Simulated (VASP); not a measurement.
Output of a VASP run:

### OSZICAR
```
       N       E                     dE             d eps       ncg     rms          rms(c)
DAV:   1     0.627574504255E+02    0.62757E+02   -0.53785E+03  1512   0.104E+03
DAV:   2    -0.287575930937E+00   -0.63045E+02   -0.62700E+02  1559   0.235E+02
DAV:   3    -0.160733077974E+01   -0.13198E+01   -0.12857E+01  2313   0.351E+01
DAV:   4    -0.165725968840E+01   -0.49929E-01   -0.49887E-01  2060   0.471E+00
DAV:   5    -0.165873556806E+01   -0.14759E-02   -0.14757E-02  2441   0.551E-01    0.190E+00
DAV:   6    -0.163614770679E+01    0.22588E-01   -0.14301E-02  1817   0.146E+00    0.114E+00
DAV:   7    -0.162706115343E+01    0.90866E-02   -0.18941E-02  2252   0.174E+00    0.112E-01
DAV:   8    -0.162671674283E+01    0.34441E-03   -0.16274E-03  1694   0.425E-01    0.286E-02
DAV:   9    -0.162672739386E+01   -0.10651E-04   -0.74676E-05  2334   0.802E-02    0.157E-02
DAV:  10    -0.162672790322E+01   -0.50936E-06   -0.54649E-06  1784   0.285E-02
   1 F= 0.24406882E+00 E0= 0.24357188E+00  d E =0.244069E+00
```

OUTCAR:
```
------------------------ aborting loop because EDIFF is reached ----------------------------------------
  FORCE on cell =-STRESS in cart. coord.  units (eV):
  Direction    XX          YY          ZZ          XY          YZ          ZX
  --------------------------------------------------------------------------------------
  Total        1.8646632      1.8646632      1.8646632     -0.0000000     -0.0000000     -0.0000000
  in kB       99.6721425     99.6721425     99.6721425     -0.0000000     -0.0000000     -0.0000000
  external PRESSURE =      -0.3278575 kB  Pullay stress =     100.0000000 kB
  volume of cell :       29.97
      direct lattice vectors                 reciprocal lattice vectors
     0.000000000  2.465485176  2.465485176    -0.202799840  0.202799840  0.202799840
     2.465485176  0.000000000  2.465485176     0.202799840 -0.202799840  0.202799840
     2.465485176  2.465485176  0.000000000     0.202799840  0.202799840 -0.202799840
 POSITION                                       TOTAL-FORCE (eV/Angst)
 -----------------------------------------------------------------------------------
      0.00000      0.00000      0.00000         0.000000     -0.000000      0.000000
 -----------------------------------------------------------------------------------
    total drift:                               -0.000000     -0.000000     -0.000000
  FREE ENERGIE OF THE ION-ELECTRON SYSTEM (eV)
  ---------------------------------------------------
  free  energy   TOTEN  =        -1.6267279032 eV

  energy  without entropy=       -1.6282187228  energy(sigma->0) =       -1.62722484
  enthalpy is  TOTEN    =         0.2440688176 eV   P V=        1.8707967209

 reached required accuracy - stopping structural energy minimisation
```
(Selected blocks of OUTCAR.)

### POSCAR
```
Ca
1
   -0.0000000000     2.4654851757     2.4654851757
    2.4654851757    -0.0000000000     2.4654851757
    2.4654851757     2.4654851757    -0.0000000000
Ca
1
Direct
  0.0000000000   0.0000000000   0.0000000000
```

Write an INCAR and KPOINTS that could have produced this output.

Several could match; the one computed here: the input of the run itself, PBE GGA, plane waves, VASP's PBE PAW potentials (set 64).

**INCAR**
```
GGA=PE   ! PBE
EDIFF=1E-6
EDIFFG=-0.02   ! ionic stop
ALGO=Normal
PREC=Accurate
NSW=40
NELM=100   ! most electronic steps
LCHARG=.FALSE.
SYSTEM=Ca
IBRION=2   ! conjugate gradients
LASPH=.TRUE.   ! aspherical one-centre terms
ENCUT=500   ! plane-wave cut-off (eV)
SIGMA=0.1   ! width (eV)
LWAVE=.FALSE.
ISMEAR=1
ISIF=3
PSTRESS=100
LREAL=.FALSE.   ! projection in real space or not
```

KPOINTS:
```
Automatic mesh
0
Gamma
13 13 13
0 0 0
```

POTCAR, in this order: Ca_sv (PBE.64 set). Program: vasp_std.

The compound is Ca in the fcc structure. It was relaxed first under an external pressure of 10 GPa.
